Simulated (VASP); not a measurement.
Level of theory: PBE GGA, VASP's PBE PAW potentials (set 64) (plane waves; VASP).

A VASP calculation is set up with these files.

File POSCAR:
```
BN
1.0
  1.2562084556  -2.1758172626   0.0000000000
  1.2562084556   2.1758172626   0.0000000000
  0.0000000000   0.0000000000   7.6407751995
B N
2 2
Cartesian
  1.2562084556   0.7252738714   1.9101937999
  1.2562084556  -0.7252738714   5.7305813996
  1.2562084556  -0.7252738714   1.9101937999
  1.2562084556   0.7252738714   5.7305813996
```

KPOINTS:
```
Automatic mesh
0
Gamma
9 9 3
0 0 0
```

**INCAR**
```
SYSTEM = BN
PREC = Accurate
ENCUT = 520
EDIFF = 1E-6
NELM = 100
ALGO = Normal
LREAL = .FALSE.
LASPH = .TRUE.
ISMEAR = 0
SIGMA = 0.05
GGA = PE
LWAVE = .FALSE.
LCHARG = .FALSE.
IBRION = 2
ISIF = 3
NSW = 60
EDIFFG = -0.02
```

POTCAR, in this order: B N (PBE.64 set). Program: vasp_std.

### Question
What will the output report for the number of irreducible k-points (NKPTS), largest plane-wave count, number of space-group operations, FFT grid (NGX, NGY, NGZ)?

### Answer

| Quantity | Result |
|---|---|
| number of irreducible k-points (NKPTS) | 24 |
| largest plane-wave count | 1150 |
| number of space-group operations | 24 |
| FFT grid (NGX, NGY, NGZ) | 20 × 20 × 60 |

The compound is BN in the hex structure. This run relaxes it. Symmetry was kept, so distortions that lower it aren't found. The start is the result of an earlier pass.
